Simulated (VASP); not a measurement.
Input:

```xyz
2
Lattice="2.8000 0.0000 0.0000 0.0000 2.8000 0.0000 0.0000 0.0000 3.6700" Properties=species:S:1:pos:R:3 pbc="T T T"
Cu     0.0000     0.0000     0.0000
Au     1.4000     1.4000     1.8350
```

These are RPBE GGA, VASP's PBE PAW potentials (set 64) (plane waves; VASP) values and carry that method's errors. Numerical set-up: 520 eV cut-off, 12×12×9 Γ-centred mesh, first-order Methfessel-Paxton smearing of 0.10 eV, potentials Cu Au.

Energy and stress use the plane-wave basis of the starting cell.

The ions, cell shape and volume are relaxed. Which structure does the run end with?

```xyz
2
Lattice="2.9098 0.0000 0.0000 0.0000 2.9098 0.0000 0.0000 0.0000 3.6558" Properties=species:S:1:pos:R:3 pbc="T T T"
Cu     0.0000     0.0000     3.6558
Au     1.4549     1.4549     1.8279
```
Space group P4/mmm (123), at a tolerance of 0.03 Å.

How do energy and volume change from the first to the last step?

The energy (σ→0) changes by -38.0 meV/atom and the volume by +7.6 %, in 8 ionic steps.

The compound is CuAu in the L1_0 structure. This run relaxes it. Symmetry was kept, so distortions that lower it aren't found.
